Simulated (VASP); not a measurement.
```
CeO2
1.0
    0.00000     2.70500     2.70500
    2.70500     0.00000     2.70500
    2.70500     2.70500     0.00000
Ce O
1 2
Direct
  0.00000   0.00000   0.00000
  0.25000   0.25000   0.25000
  0.75000   0.75000   0.75000
```

The base run (VASP): PBE GGA, plane waves, VASP's PBE PAW potentials (set 64). Run with 520 eV cut-off, 6×6×6 Γ-centred mesh, Gaussian smearing of 0.050 eV, potentials Ce O.

One setting is varied; ΔE counts from the base run. The base run took about 10 core-seconds. The timings are rough (shared machines, no repeats); factors under 2 mean little.

```
setting                              cost over the base run  electronic steps  ΔE (meV/atom)
-----------------------------------  ----------------------  ----------------  -------------
base run                                          reference                18            0.0
AMIX = 1.0, BMIX = 0.0001, IMIX = 4    within a factor of 2                20            0.0
AMIX = 0.2, BMIX = 1.0, IMIX = 4       within a factor of 2                22            0.0
AMIX = 0.1, BMIX = 1.0, IMIX = 4       within a factor of 2                26            0.0
AMIX = 0.1, BMIX = 0.0001, IMIX = 1                       …                 …            0.0
```

Question: What belongs in the gaps?

Answer: 
- AMIX = 0.1, BMIX = 0.0001, IMIX = 1, cost over the base run: about 3 times
- AMIX = 0.1, BMIX = 0.0001, IMIX = 1, electronic steps: 62

Left out are runs that failed, have no time on record or changed the cell.

The compound is CeO2 in the fluorite structure. The cell was not relaxed at this level.
